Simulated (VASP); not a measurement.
Output of a VASP run:

File OUTCAR:
```
 ion  position               nearest neighbor table
   1  0.000  0.000  0.000-   2 2.91   3 2.91   3 2.91   2 2.91   3 2.91   2 2.91
   2  0.333  0.667  0.242-   1 2.91   1 2.91   1 2.91
   3  0.667  0.333  0.758-   1 2.91   1 2.91   1 2.91
  LATTYP: Found a hexagonal cell.
 ALAT       =     4.1499996313
 C/A-ratio  =     1.6530121950
 Subroutine PRICEL returns:
 Original cell was already a primitive cell.
 Subroutine GETGRP returns: Found 12 space group operations
The static configuration has the point symmetry D_3d.
The dynamic configuration has the point symmetry D_3d.
 Subroutine INISYM returns: Found 12 space group operations
 Subroutine IBZKPT returns following result:
 Found     12 irreducible k-points:

 Following reciprocal coordinates:
            Coordinates               Weight
  0.000000  0.000000  0.000000      1.000000
  0.200000 -0.000000  0.000000      6.000000
  0.400000 -0.000000  0.000000      6.000000
  0.200000  0.200000  0.000000      6.000000
  0.400000  0.200000  0.000000      6.000000
  0.000000  0.000000  0.333333      2.000000
  0.200000 -0.000000  0.333333      6.000000
 -0.000000  0.200000  0.333333      6.000000
  0.400000 -0.000000  0.333333      6.000000
 -0.000000  0.400000  0.333333      6.000000
  0.200000  0.200000  0.333333     12.000000
  0.400000  0.200000  0.333333     12.000000
   k-points           NKPTS =     12   k-points in BZ     NKDIM =     12   number of bands    NBANDS=     12
   number of dos      NEDOS =    301   number of ions     NIONS =      3
   total plane-waves  NPLWV =  37632
   dimension x,y,z NGX =    28 NGY =   28 NGZ =   48
   dimension x,y,z NGXF=    56 NGYF=   56 NGZF=   96
   ions per type =               1   2
   PREC   = accura    normal or accurate (medium, high low for compatibility)
   ISTART =      0    job   : 0-new  1-cont  2-samecut
   ICHARG =      2    charge: 1-file 2-atom 10-const
   ISPIN  =      1    spin polarized calculation?
   LNONCOLLINEAR =      F non collinear calculations
   LSORBIT =      F    spin-orbit coupling
   INIWAV =      1    electr: 0-lowe 1-rand  2-diag
   ENCUT  =  400.0 eV  29.40 Ry    5.42 a.u.   6.77  6.77 11.19*2*pi/ulx,y,z
   NELM   =    100;   NELMIN=  2; NELMDL= -5     # of ELM steps
   EDIFF  = 0.1E-05   stopping-criterion for ELM
   LREAL  =      F    real-space projection
   NLSPLINE    = F    spline interpolate recip. space projectors
   LMAXMIX     =    4 max onsite mixed and CHGCAR
   VOSKOWN=      0    Vosko Wilk Nusair interpolation
   EDIFFG = 0.1E-04   stopping-criterion for IOM
   NSW    =      0    number of steps for IOM
   NBLOCK =      1;   KBLOCK =      1    inner block; outer block
   IBRION =     -1    ionic relax: 0-MD 1-quasi-New 2-CG
   NFREE  =      0    steps in history (QN), initial steepest desc. (CG)
   ISIF   =      2    stress and relaxation
   ISYM   =      2    0-nonsym 1-usesym 2-fastsym
   TEIN   =    0.0    initial temperature
   TEBEG  =    0.0;   TEEND  =   0.0 temperature during run
   SMASS  =  -3.00    Nose mass-parameter (am)
   PSTRESS=    0.0 pullay stress
   NELECT =      16.0000    total number of electrons
   EFERMI =   0.00;   METHOD = LEGACY
   ISMEAR =     0;   SIGMA  =   0.05  broadening in eV -4-tet -1-fermi 0-gaus
   IALGO  =     38    algorithm
   LDIAG  =      T    sub-space diagonalisation (order eigenvalues)
   IMIX   =      4    mixing-type and parameters
     AMIX     =   0.40;   BMIX     =  1.00
     AMIX_MAG =   1.60;   BMIX_MAG =  1.00
     AMIN     =   0.10
   GGA     = PE    functional components
   VOSKOWN =     0    Vosko Wilk Nusair interpolation
   LHFCALC =     F    Hartree Fock is set to
   LHFONE  =     F    Hartree Fock one center treatment
   AEXX    =    0.0000 exact exchange contribution
   IVDW    =     0    specifies the selected vdW correction
   LEPSILON=     F    determine dielectric tensor
   LRPA    =     F    only Hartree local field effects (RPA)
  energy-cutoff  :      400.00
  volume of cell :      102.32
...
```

File OSZICAR:
```
       N       E                     dE             d eps       ncg     rms          rms(c)
DAV:   1     0.737444927770E+02    0.73744E+02   -0.51122E+03   288   0.852E+02
DAV:   2    -0.252995553134E+01   -0.76274E+02   -0.70010E+02   436   0.140E+02
DAV:   3    -0.774398718409E+01   -0.52140E+01   -0.51912E+01   368   0.451E+01
DAV:   4    -0.783646346670E+01   -0.92476E-01   -0.92461E-01   360   0.757E+00
DAV:   5    -0.783819412459E+01   -0.17307E-02   -0.17306E-02   364   0.102E+00    0.405E+00
DAV:   6    -0.771433259980E+01    0.12386E+00   -0.14805E-01   308   0.212E+00    0.279E+00
DAV:   7    -0.769104796472E+01    0.23285E-01   -0.14436E-01   308   0.215E+00    0.731E-01
DAV:   8    -0.768923221246E+01    0.18158E-02   -0.98927E-03   332   0.605E-01    0.237E-01
DAV:   9    -0.768938676604E+01   -0.15455E-03   -0.93226E-04   348   0.221E-01    0.917E-02
DAV:  10    -0.768937460678E+01    0.12159E-04   -0.28966E-05   356   0.462E-02    0.389E-02
DAV:  11    -0.768938225378E+01   -0.76470E-05   -0.20413E-05   320   0.337E-02    0.303E-02
DAV:  12    -0.768938280640E+01   -0.55262E-06   -0.11937E-06   236   0.739E-03
   1 F= -.76893828E+01 E0= -.76893828E+01  d E =-.177988E-10
```

OUTCAR:
```
------------------------ aborting loop because EDIFF is reached ----------------------------------------
  FORCE on cell =-STRESS in cart. coord.  units (eV):
  Direction    XX          YY          ZZ          XY          YZ          ZX
  --------------------------------------------------------------------------------------
  Total        0.8067646      0.8067644      0.9492224     -0.0000000      0.0000000      0.0000000
  in kB       12.6330001     12.6329971     14.8637250     -0.0000000      0.0000000      0.0000000
  external PRESSURE =      13.3765741 kB  Pullay stress =       0.0000000 kB
  volume of cell :      102.32
      direct lattice vectors                 reciprocal lattice vectors
     2.075000000 -3.594005000  0.000000000     0.240963855 -0.139120563  0.000000000
     2.075000000  3.594005000  0.000000000     0.240963855  0.139120563  0.000000000
     0.000000000  0.000000000  6.860000000     0.000000000  0.000000000  0.145772595
 POSITION                                       TOTAL-FORCE (eV/Angst)
 -----------------------------------------------------------------------------------
      0.00000      0.00000      0.00000        -0.000000      0.000000      0.000000
      2.07500      1.19800      1.66012         0.000000     -0.000000      0.049001
      2.07500     -1.19800      5.19988        -0.000000     -0.000000     -0.049001
 -----------------------------------------------------------------------------------
    total drift:                               -0.000000     -0.000000      0.000000
  FREE ENERGIE OF THE ION-ELECTRON SYSTEM (eV)
  ---------------------------------------------------
  free  energy   TOTEN  =        -7.6893828064 eV

  energy  without entropy=       -7.6893828064  energy(sigma->0) =       -7.68938281
```
(Selected blocks of OUTCAR.)

POSCAR:
```
MgI2
1
    2.0750000000    -3.5940050000     0.0000000000
    2.0750000000     3.5940050000     0.0000000000
    0.0000000000     0.0000000000     6.8600000000
Mg I
1 2
Direct
  0.0000000000   0.0000000000   0.0000000000
  0.3333330000   0.6666670000   0.2420000000
  0.6666670000   0.3333330000   0.7580000000
```

Question: Write an INCAR and KPOINTS that could have produced this output.

Answer: One answer among several that fit: the input of the run itself, PBE GGA, plane waves, VASP's PBE PAW potentials (set 64).

KPOINTS:
```
Automatic mesh
0
Gamma
5 5 3
0 0 0
```

### INCAR
```
SYSTEM = MgI2
PREC = Accurate
ENCUT = 400
EDIFF = 1E-6
NELM = 100
ALGO = Normal
LREAL = .FALSE.
LASPH = .TRUE.
ISMEAR = 0
SIGMA = 0.05
GGA = PE
LMAXMIX = 4
LWAVE = .FALSE.
LCHARG = .FALSE.
ISIF = 2
```

POTCAR, in this order: Mg I (PBE.64 set). Program: vasp_std.

The compound is MgI2 in the 1T layered structure. The cell was not relaxed at this level.
